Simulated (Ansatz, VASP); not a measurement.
**Hf3Cl in VASP and in Ansatz**

INCAR

```
PREC = Accurate
ENCUT = 520
EDIFF = 1E-7
ISMEAR = 0
SIGMA = 0.1
LREAL = F
LASPH = T
NELM = 100
ALGO = Normal
ISIF = 2
LWAVE = F
LCHARG = T
GGA = PE
LELF = T
LVHAR = T
NBANDS = 26
```

File KPOINTS:

```
Automatic mesh
0
Gamma
  12 12 12
```

POSCAR

```
Hf3Cl
1.0
    0.0000000000      3.5059475321      3.5059475321
    3.5059475321      0.0000000000      3.5059475321
    3.5059475321      3.5059475321      0.0000000000
Hf Cl
3 1
Direct
    0.2500000000      0.2500000000      0.2500000000
    0.7500000000      0.7500000000      0.7500000000
    0.5000000000      0.5000000000      0.5000000000
    0.0000000000      0.0000000000      0.0000000000
```

Input for Ansatz:

```yaml
crystal:
  lattice:
    - [0.0, 3.5059475321, 3.5059475321]
    - [3.5059475321, 0.0, 3.5059475321]
    - [3.5059475321, 3.5059475321, 0.0]
  atoms:
    - { symbol: Hf, position: [0.25, 0.25, 0.25] }
    - { symbol: Hf, position: [0.75, 0.75, 0.75] }
    - { symbol: Hf, position: [0.5, 0.5, 0.5] }
    - { symbol: Cl, position: [0.0, 0.0, 0.0] }
basis:
  ecutwfc: 420
kpoints:
  mp_grid: { grid: [12, 12, 12] }
  band_path:
    path:
      - [[0.0, 0.0, 0.0], [0.5, 0.0, 0.5], [0.625, 0.25, 0.625]]
      - [[0.375, 0.375, 0.75], [0.0, 0.0, 0.0], [0.5, 0.5, 0.5], [0.5, 0.25, 0.75], [0.5, 0.0, 0.5]]
    npoints: 14
hamiltonian:
  xc: pbe
scf:
  occupations: { method: gaussian, width: 0.1 }
  n_extra_bands: 10
output:
  forces: true
  stress: true
  eigenvalues: true
  populations: true
  dos: { projected: true, de: 0.02, nscf_kmesh: { grid: [15, 15, 15] } }
  bader: true
  write_density: true
  write_potential: true
  elf: true
  volumetric_format: npy
```

The cell was built by a generator and needn't be a form met in nature.

Alike in both runs: task single point; functional PBE; k mesh 12 × 12 × 12; occupations gaussian, width 0.1 eV; no spin polarisation.

|  | VASP | Ansatz |
| --- | --- | --- |
| version | VASP 6.6.1 | Ansatz 0.2.0 |
| potentials or method | VASP PAW PBE potentials, release 64 (Hf_pv, Cl) | scalar-relativistic, plane waves, PAW |
| plane-wave cutoff (eV) | 520 | 420 |
| valence electrons in the cell | 37 | 85 |

|  | VASP | Ansatz | Ansatz less VASP |
| --- | --- | --- | --- |
| gap on the k mesh at the Fermi level (eV) | none | none | - |
| pressure (GPa) | -0.3 | 0.0 | +0.34 |

A gap of «none» marks a metal or a gap that the smearing closes. The two sets of potentials don't hold the same shells in valence.

Caveats: an odd number of electrons without spin polarisation forces a metal; a magnetic or distorted state may lie lower. The runs have no spin-orbit coupling, so splittings on Hf are missing.
